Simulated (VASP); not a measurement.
A convergence study with VASP on CdSe (zinc blende): one setting is varied, all else stays as given below, so the limit is that of these other settings.

```xyz
2
Lattice="0.0000 3.0250 3.0250 3.0250 0.0000 3.0250 3.0250 3.0250 0.0000" Properties=species:S:1:pos:R:3 pbc="T T T"
Cd     0.0000     0.0000     0.0000
Se     1.5125     1.5125     1.5125
```

Computed with PBE GGA, VASP's PBE PAW potentials (set 64) (plane waves; VASP). The tightest run used: 550 eV cut-off, 13×13×13 Monkhorst-Pack mesh, Gaussian smearing of 0.050 eV, potentials Cd Se.

### Question
The settings run are 1×1×1 mesh; 2×2×2 mesh; 3×3×3 mesh; 4×4×4 mesh; 5×5×5 mesh; 6×6×6 mesh; 7×7×7 mesh; 8×8×8 mesh; 9×9×9 mesh; 10×10×10 mesh; 11×11×11 mesh; 12×12×12 mesh; 13×13×13 mesh. From which on does the energy per atom stay within 0.01 eV/atom of the tightest run?

### Answer
From 4×4×4 mesh on: it is off by 0.0001 there and by no more than 0.01 in any finer run, while 3×3×3 mesh is off by 0.1072.
| setting | E (eV/atom) | pressure (GPa) | irreducible k-points | difference judged (eV/atom) |
|---|---|---|---|---|
| 1×1×1 mesh | 3.0560 | 48.52 | 1 | 5.7795 |
| 2×2×2 mesh | -2.7018 | 4.35 | 2 | 0.0217 |
| 3×3×3 mesh | -2.6163 | 4.97 | 4 | 0.1072 |
| 4×4×4 mesh | -2.7234 | 4.11 | 10 | 0.0001 |
| 5×5×5 mesh | -2.7162 | 4.16 | 10 | 0.0073 |
| 6×6×6 mesh | -2.7235 | 4.11 | 28 | 0.0000 |
| 7×7×7 mesh | -2.7226 | 4.11 | 20 | 0.0009 |
| 8×8×8 mesh | -2.7235 | 4.11 | 60 | 0.0000 |
| 9×9×9 mesh | -2.7233 | 4.11 | 35 | 0.0002 |
| 10×10×10 mesh | -2.7235 | 4.11 | 110 | 0.0000 |
| 11×11×11 mesh | -2.7235 | 4.11 | 56 | 0.0000 |
| 12×12×12 mesh | -2.7235 | 4.11 | 182 | 0.0000 |
| 13×13×13 mesh | -2.7235 | 4.11 | 84 | 0.0000 |

Left out are rungs that failed or repeat a setting and relaxations that didn't move; long series are thinned to 24 rows.

The compound is CdSe in the zinc blende structure, whereas wurtzite is the usual form. The cell was not relaxed at this level.
